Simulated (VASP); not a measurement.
Computed with PBEsol GGA, VASP's PBE PAW potentials (set 64) (plane waves; VASP).

The input files of a VASP run:

INCAR:
```
ALGO=Normal
EDIFF=1E-6
ENCUT=300
GGA=PS
ISIF=2
ISMEAR=0
LASPH=.True.
LCHARG=.False.
LMAXMIX=4
LREAL=.False.
LWAVE=.False.
NELM=100
PREC=Accurate
SIGMA=0.1
SYSTEM=RuAl
```

**KPOINTS**
```
Automatic mesh
0
Gamma
  1 1 1
```

### POSCAR
```
RuAl
1
    3.0480060000     0.0000000000     0.0000000000
    0.0000000000     3.0480060000     0.0000000000
    0.0000000000     0.0000000000     3.0480060000
Al Ru
1 1
Direct
  0.5000000000   0.5000000000   0.5000000000
  0.0000000000   0.0000000000   0.0000000000
```

POTCAR, in this order: Al Ru_pv (PBE.64 set). Program: vasp_std.

At this cut-off the stress carries a Pulay error, which pulls relaxed volumes low.

### Question
What does the run give for the energy per atom (σ→0), pressure?

### Answer

| Property | Value |
|---|---|
| energy per atom (σ→0) | -6.685 eV/atom |
| pressure | -7.00 GPa |

OSZICAR:
```
...
DAV:   6    -0.136599385203E+02    0.12418E+01   -0.44726E+00    24   0.163E+01    0.137E+01
DAV:   7    -0.134863009258E+02    0.17364E+00   -0.16209E-01    24   0.286E+00    0.775E+00
DAV:   8    -0.134230055523E+02    0.63295E-01   -0.12757E-01    24   0.329E+00    0.460E-01
DAV:   9    -0.134228154670E+02    0.19009E-03   -0.13928E-03    24   0.404E-01    0.169E-01
DAV:  10    -0.134227127580E+02    0.10271E-03   -0.54628E-05    24   0.714E-02    0.287E-02
DAV:  11    -0.134227101753E+02    0.25827E-05   -0.48985E-06    24   0.235E-02    0.187E-02
DAV:  12    -0.134227097064E+02    0.46887E-06   -0.62698E-07    12   0.572E-03
   1 F= -.13422710E+02 E0= -.13369708E+02  d E =-.106003E+00
```

The structure is a typed RuAl crystal (Pm-3m). The cell was not relaxed at this level. The k-mesh is coarse (spacing up to 2.06 per Å, 2π included), so the numbers may not be converged in it. The run is one of a series of settings (KPOINTS 1×1×1 Γ-centred mesh against the base run), some of them coarse on purpose. The electron count is odd and the run is not spin-polarised, which forces a metal.
